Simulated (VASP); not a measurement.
Given:

```xyz
3
Lattice="0.0000 2.8548 2.8548 2.8548 0.0000 2.8548 2.8548 2.8548 0.0000" Properties=species:S:1:pos:R:3 pbc="T T T"
Li     1.4274     1.4274     1.4274
Li     4.2823     4.2823     4.2823
S      2.8548     0.0000     2.8548
```

These are PBE GGA, VASP's PBE PAW potentials (set 64) (plane waves; VASP) values and carry that method's errors. Settings: 600 eV cut-off, 6×6×6 Γ-centred mesh, Gaussian smearing of 0.050 eV, potentials Li_sv S.

Energy and stress use the plane-wave basis of the starting cell.

Question: The ions, cell shape and volume at an external pressure of 10.0 GPa are relaxed. What does this cell relax into?

Answer: 
```xyz
3
Lattice="0.0000 2.6878 2.6878 2.6878 0.0000 2.6878 2.6878 2.6878 0.0000" Properties=species:S:1:pos:R:3 pbc="T T T"
Li     1.3439     1.3439     1.3439
Li     4.0317     4.0317     4.0317
S      2.6878     2.6878     0.0000
```
Space group Fm-3m (225), at a tolerance of 0.03 Å.

Question: How do energy and volume change from the first to the last step?

Answer: The energy (σ→0) changes by +67.7 meV/atom and the volume by -16.5 %, in 4 ionic steps.

The compound is Li2S in the antifluorite structure. This run relaxes it under an external pressure of 10 GPa. Symmetry was kept, so distortions that lower it aren't found.
